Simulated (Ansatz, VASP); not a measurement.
# CsGeH3: VASP beside Ansatz

Contents of INCAR:

```
SYSTEM = CsGeH3
ALGO = Fast ; EDIFF = 1E-6
ENCUT = 520 ; GGA = PE
ISIF = 2 ; ISMEAR = 0
LASPH = .True. ; LCHARG = .False.
LREAL = .False. ; LWAVE = .False.
NBANDS = 21 ; NELM = 60
PREC = Accurate ; SIGMA = 0.05
```

KPOINTS

```
k-points
0
Gamma
  4 4 4
  0 0 0
```

POSCAR

```
CsGeH3
1.0
    4.1600000000      0.0000000000      0.0000000000
    0.0000000000      4.1600000000      0.0000000000
    0.0000000000      0.0000000000      4.1600000000
Cs Ge H
1 1 3
Direct
    0.0000000000      0.0000000000      0.0000000000
    0.5000000000      0.5000000000      0.5000000000
    0.5000000000      0.5000000000      0.0000000000
    0.5000000000      0.0000000000      0.5000000000
    0.0000000000      0.5000000000      0.5000000000
```

Input for Ansatz:

```yaml
crystal:
  lattice:
    - [4.16, 0.0, 0.0]
    - [0.0, 4.16, 0.0]
    - [0.0, 0.0, 4.16]
  atoms:
    - { symbol: Cs, position: [0.0, 0.0, 0.0] }
    - { symbol: Ge, position: [0.5, 0.5, 0.5] }
    - { symbol: H, position: [0.5, 0.5, 0.0] }
    - { symbol: H, position: [0.5, 0.0, 0.5] }
    - { symbol: H, position: [0.0, 0.5, 0.5] }
basis:
  ecutwfc: 420
kpoints:
  mp_grid: { grid: [4, 4, 4] }
hamiltonian:
  xc: pbe
scf:
  occupations: { method: gaussian, width: 0.05 }
output:
  forces: true
  stress: true
  eigenvalues: true
```

The cell comes from a database or a generator and needn't be the stable form of this composition.

Alike in both runs: task single point; functional PBE; k mesh 4 × 4 × 4; occupations gaussian, width 0.05 eV; no spin polarisation.

|  | VASP | Ansatz |
| --- | --- | --- |
| version | VASP 6.6.1 | Ansatz 0.2.0 |
| potentials or method | VASP PAW PBE potentials, release 64 (Cs_sv, Ge_d, H) | scalar-relativistic, plane waves, PAW |
| plane-wave cutoff (eV) | 520 | 420 |
| valence electrons in the cell | 26 | 26 |

```tsv
	VASP	Ansatz	Ansatz less VASP
gap on the k mesh at the Fermi level (eV)	none	none	-
pressure (GPa)	3.1	3.0	-0.06
```

A gap of «none» marks a metal or a gap that the smearing closes.

Caveats: the k mesh is coarse (spacing up to 0.38 Å⁻¹), so the values aren't converged. Spin-orbit coupling is left out, which matters for the levels of Cs.
